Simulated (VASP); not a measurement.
Input:

```yaml
crystal:
  lattice:
    - [-1.37264, 1.37264, 1.37264]
    - [1.37264, -1.37264, 1.37264]
    - [1.37264, 1.37264, -1.37264]
  atoms:
    - { symbol: Fe, position: [0.00000, 0.00000, 0.00000], spin: 2.1 }
```

All values below come from PBE GGA with D3 dispersion (zero damping), VASP's PBE PAW potentials (set 64) (plane waves; VASP). Run with 520 eV cut-off, 18×18×18 Γ-centred mesh, first-order Methfessel-Paxton smearing of 0.10 eV, potentials Fe.

Task: Predict the cell moment, energy per atom (σ→0), pressure, band gap (on the k-mesh) with the smallest direct gap where there is one.

Result: 
```json
{
  "band gap (on the k-mesh)": "none (metal, semimetal or under 0.01 eV)",
  "cell_moment": "2.05 μB",
  "energy per atom (σ→0)": "-8.525 eV/atom",
  "pressure": "15.94 GPa"
}
```

Task: Give the moment on each site (PAW-sphere projection).

Result: 
```
site  moment (μB)
----  -----------
Fe1          2.03
```

Only differences to runs with the same potentials and settings are physical.

The compound is Fe in the bcc structure. This cell is one point of a volume scan, at 0.94 of the reference volume.
